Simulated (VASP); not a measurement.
Output of a VASP run:

File OSZICAR:
```
       N       E                     dE             d eps       ncg     rms          rms(c)
DAV:   1     0.806818373979E+02    0.80682E+02   -0.91925E+03  2405   0.326E+03
DAV:   2    -0.218512444787E+01   -0.82867E+02   -0.79812E+02  2324   0.477E+02
DAV:   3    -0.956634695733E+01   -0.73812E+01   -0.73115E+01  2614   0.885E+01
DAV:   4    -0.968717594518E+01   -0.12083E+00   -0.12077E+00  2464   0.116E+01
DAV:   5    -0.968929630314E+01   -0.21204E-02   -0.21203E-02  2683   0.176E+00    0.353E+00
DAV:   6    -0.964230502568E+01    0.46991E-01   -0.33263E-02  2724   0.428E+00    0.195E+00
DAV:   7    -0.962061782942E+01    0.21687E-01   -0.20084E-02  2722   0.236E+00    0.139E-01
DAV:   8    -0.962000178622E+01    0.61604E-03   -0.13337E-03  2739   0.846E-01    0.792E-02
DAV:   9    -0.961998534953E+01    0.16437E-04   -0.62327E-05  2714   0.162E-01    0.116E-02
DAV:  10    -0.961998474782E+01    0.60171E-06   -0.39035E-06  2309   0.458E-02
   1 F= -.61285262E+01 E0= -.61283906E+01  d E =-.612853E+01
       N       E                     dE             d eps       ncg     rms          rms(c)
DAV:   1    -0.960769243335E+01    0.12293E-01   -0.40639E-02  2759   0.497E+00    0.318E-01
DAV:   2    -0.960553726786E+01    0.21552E-02   -0.28923E-03  2639   0.146E+00    0.160E-01
DAV:   3    -0.960485883553E+01    0.67843E-03   -0.94322E-04  2710   0.728E-01    0.347E-02
DAV:   4    -0.960481248482E+01    0.46351E-04   -0.54366E-05  2644   0.159E-01    0.136E-02
DAV:   5    -0.960481112487E+01    0.13599E-05   -0.22273E-06  1731   0.251E-02    0.362E-03
DAV:   6    -0.960481134659E+01   -0.22171E-06   -0.31791E-07  1142   0.106E-02
   2 F= -.61284368E+01 E0= -.61283220E+01  d E =0.894209E-04
       N       E                     dE             d eps       ncg     rms          rms(c)
DAV:   1    -0.961672113754E+01   -0.11910E-01   -0.19593E-02  2744   0.349E+00    0.219E-01
DAV:   2    -0.961569645306E+01    0.10247E-02   -0.13652E-03  2634   0.992E-01    0.110E-01
DAV:   3    -0.961536988066E+01    0.32657E-03   -0.45623E-04  2674   0.503E-01    0.236E-02
DAV:   4    -0.961534592095E+01    0.23960E-04   -0.26315E-05  2634   0.111E-01    0.931E-03
DAV:   5    -0.961534432154E+01    0.15994E-05   -0.10292E-06  1313   0.170E-02    0.255E-03
DAV:   6    -0.961534420468E+01    0.11686E-06   -0.15898E-07  1107   0.769E-03
   3 F= -.61285561E+01 E0= -.61284257E+01  d E =-.299159E-04
```

OUTCAR:
```
------------------------ aborting loop because EDIFF is reached ----------------------------------------
  FORCE on cell =-STRESS in cart. coord.  units (eV):
  Direction    XX          YY          ZZ          XY          YZ          ZX
  --------------------------------------------------------------------------------------
  Total        3.4925500      3.4925500      3.4925500     -0.0000000      0.0000000     -0.0000000
  in kB      200.3304992    200.3304992    200.3304992     -0.0000000      0.0000000     -0.0000000
  external PRESSURE =       0.3304992 kB  Pullay stress =     200.0000000 kB
  volume of cell :       27.93
      direct lattice vectors                 reciprocal lattice vectors
     3.034138345  0.000000000  0.000000000     0.329582862  0.000000000  0.000000000
     0.000000000  3.034138345  0.000000000    -0.000000000  0.329582862 -0.000000000
    -0.000000000  0.000000000  3.034138345    -0.000000000  0.000000000  0.329582862
 POSITION                                       TOTAL-FORCE (eV/Angst)
 -----------------------------------------------------------------------------------
      0.00000      0.00000      0.00000         0.000000      0.000000      0.000000
      1.51707      1.51707      1.51707        -0.000000      0.000000      0.000000
 -----------------------------------------------------------------------------------
    total drift:                                0.000000      0.000000     -0.000000
  FREE ENERGIE OF THE ION-ELECTRON SYSTEM (eV)
  ---------------------------------------------------
  free  energy   TOTEN  =        -9.6153442047 eV

  energy  without entropy=       -9.6149529261  energy(sigma->0) =       -9.61521378
  enthalpy is  TOTEN    =        -6.1285561427 eV   P V=        3.4867880620

 reached required accuracy - stopping structural energy minimisation
```
(Selected blocks of OUTCAR.)

### POSCAR
```
SiGe
1
    3.0354924561     0.0000000000     0.0000000000
   -0.0000000000     3.0354924561     0.0000000000
   -0.0000000000    -0.0000000000     3.0354924561
Si Ge
1 1
Direct
  0.0000000000   0.0000000000   0.0000000000
  0.5000000000   0.5000000000   0.5000000000
```

Q: Write an INCAR and KPOINTS that could have produced this output.

A: One answer among several that fit: the input of the run itself, PBEsol GGA, plane waves, VASP's PBE PAW potentials (set 64).

INCAR:
```
LMAXMIX  =  4   ! l cut-off of mixed one-centre charges
GGA  =  PS
EDIFF  =  1E-6   ! SCF stop (eV)
NSW  =  40   ! most ionic steps
LCHARG  =  .FALSE.
PSTRESS  =  200
LASPH  =  .TRUE.
EDIFFG  =  -0.02   ! ionic stop
IBRION  =  2   ! conjugate gradients
ISIF  =  3   ! ions, shape and volume
SYSTEM  =  SiGe
PREC  =  Accurate
LWAVE  =  .FALSE.
ALGO  =  Normal
NELM  =  100   ! most electronic steps
LREAL  =  .FALSE.
ENCUT  =  500
ISMEAR  =  1
SIGMA  =  0.1
```

KPOINTS:
```
K-points
0
gamma
12 12 12
0 0 0
```

POTCAR, in this order: Si Ge_d (PBE.64 set). Program: vasp_std.

The structure was generated: SiGe was put into the CsCl type type (Pm-3m), which need not be its known phase. This run relaxes it under an external pressure of 20 GPa. Symmetry was kept, so distortions that lower it aren't found. VASP warned that the highest band is occupied, so more bands are needed.
